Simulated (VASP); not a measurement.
```xyz
2
Lattice="3.0353 0.0000 0.0000 0.0000 3.0353 0.0000 0.0000 0.0000 3.0353" Properties=species:S:1:pos:R:3 pbc="T T T"
Os     0.0000     0.0000     0.0000
Se     1.5177     1.5177     1.5177
```

The numbers are results of PBE GGA, VASP's PBE PAW potentials (set 64) (plane waves; VASP), not measurements. Run with 300 eV cut-off, 11×11×11 Γ-centred mesh, Fermi-Dirac smearing of 0.10 eV, potentials Os Se.

At this cut-off the stress carries a Pulay error, which pulls relaxed volumes low. Unless said otherwise, spin-orbit coupling is left out, though it shifts the bands of the heavy elements here.

Question: What does the run give for the energy per atom (σ→0), pressure, band gap (on the k-mesh) with the smallest direct gap where there is one?

Answer: 
- band gap (on the k-mesh) = none (metal, semimetal or under 0.01 eV)
- energy per atom (σ→0) = -6.432 eV/atom
- pressure = 27.15 GPa

The absolute energy has meaning only against runs of the same code, potentials and settings.

The structure was generated: OsSe was put into an ordered model structure, which need not be its known phase. The cell was not relaxed at this level.
